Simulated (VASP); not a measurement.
Calculation: vdW-DF2, VASP's PBE PAW potentials (set 64) (plane waves; VASP).

The input files of a VASP run:

INCAR:
```
SYSTEM = AuZn
PREC = Accurate
ENCUT = 520
EDIFF = 1E-6
NELM = 100
ALGO = Normal
LREAL = .FALSE.
LASPH = .TRUE.
ISMEAR = 1
SIGMA = 0.1
GGA = ML
ZAB_VDW = -1.8867
LUSE_VDW = .TRUE.
AGGAC = 0.0
LMAXMIX = 6
LWAVE = .FALSE.
LCHARG = .FALSE.
IBRION = 2
ISIF = 3
NSW = 60
EDIFFG = -0.01
```

File KPOINTS:
```
Automatic mesh
0
Gamma
10 10 10
0 0 0
```

**POSCAR**
```
AuZn
1.0
  3.3261561434   0.0000000000   0.0000000000
  0.0000000000   3.3261561434   0.0000000000
  0.0000000000   0.0000000000   3.3261561434
Zn Au
1 1
Direct
  0.5000000000   0.5000000000   0.5000000000
  0.0000000000   0.0000000000   0.0000000000
```

POTCAR, in this order: Zn Au (PBE.64 set). Program: vasp_std.

What will the output report for the number of irreducible k-points (NKPTS), largest plane-wave count, number of space-group operations, FFT grid (NGX, NGY, NGZ)?

```json
{
  "number of irreducible k-points (NKPTS)": "56",
  "largest_plane_wave_count": "1021",
  "number_of_space_group_operations": "48",
  "FFT grid (NGX, NGY, NGZ)": "28 × 28 × 28"
}
```

The compound is AuZn in the CsCl type structure. This run relaxes it. Symmetry was kept, so distortions that lower it aren't found. The start is the result of an earlier pass. The electron count is odd and the run is not spin-polarised, which forces a metal.
